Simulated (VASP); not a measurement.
Here is a VASP 6.6.1 calculation.

The input INCAR:

```
SYSTEM = PmO
PREC = Accurate
ENCUT = 520
EDIFF = 1E-7
ISMEAR = 0
SIGMA = 0.05
LREAL = .False.
LASPH = .True.
NELM = 100
ALGO = Normal
ISIF = 2
LWAVE = .False.
LCHARG = .True.
LMAXMIX = 6
LDAU = .True.
LDAUTYPE = 2
LDAUL = 3 -1
LDAUU = 3 0
LDAUJ = 0 0
LDAUPRINT = 1
METAGGA = R2SCAN
LMIXTAU = .True.
LELF = .True.
LVHAR = .True.
NBANDS = 18
```

Contents of KPOINTS:

```
regular mesh
0
Gamma
  7 7 6
  0 0 0
```

The input POSCAR:

```
PmO
1.0
    3.1559110400      0.0000000000      0.0000000000
   -1.5779555200      2.7330991300      0.0000000000
    0.0000000000      0.0000000000      3.0800128100
Pm O
1 1
Direct
    0.0000000000      0.0000000000      0.0000000000
    0.6666666667      0.3333333333      0.5000000000
```

Potentials or basis: VASP PAW PBE potentials, release 64 (Pm, O).

Launch:

```console
$ cat potpaw_PBE.64/Pm/POTCAR potpaw_PBE.64/O/POTCAR > POTCAR
$ mpirun -np 1 vasp_std > vasp.out
```

Question: Estimate the pressure.

Answer: 27.7 GPa.

Question: Predict the band gap on the k mesh.

Answer: None (metal or under the smearing width).

Stress tensor (GPa, compression positive):
```
26.94  0.00  0.00
 0.00 26.94  0.00
 0.00  0.00 29.17
```

Caveat: the PAW data sets were made with another functional, which shifts forces and pressure a little; an odd number of electrons without spin polarisation forces a metal; a magnetic or distorted state may lie lower; U without spin polarisation on a metal has little footing. Spin polarisation is off, so any magnetic state and its effect on volume and gap are missing.
